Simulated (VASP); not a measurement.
Given:

```yaml
crystal:
  lattice:
    - [0.00000, 2.79420, 2.79420]
    - [2.79420, 0.00000, 2.79420]
    - [2.79420, 2.79420, 0.00000]
  atoms:
    - { symbol: Pb, position: [0.00000, 0.00000, 0.00000] }
    - { symbol: Se, position: [0.50000, 0.50000, 0.50000] }
```

All values below come from PBE GGA, VASP's PBE PAW potentials (set 64) (plane waves; VASP 6.6.1). Run with 500 eV cut-off, 8×8×8 Γ-centred mesh, Gaussian smearing of 0.050 eV, potentials Pb_d Se.

### Question
Predict the energy per atom (σ→0), pressure.

### Answer

The energy per atom (σ→0) is -3.522 eV/atom and the pressure is 29.95 GPa.

The compound is PbSe in the rock salt structure. It was relaxed first under an external pressure of 30 GPa.
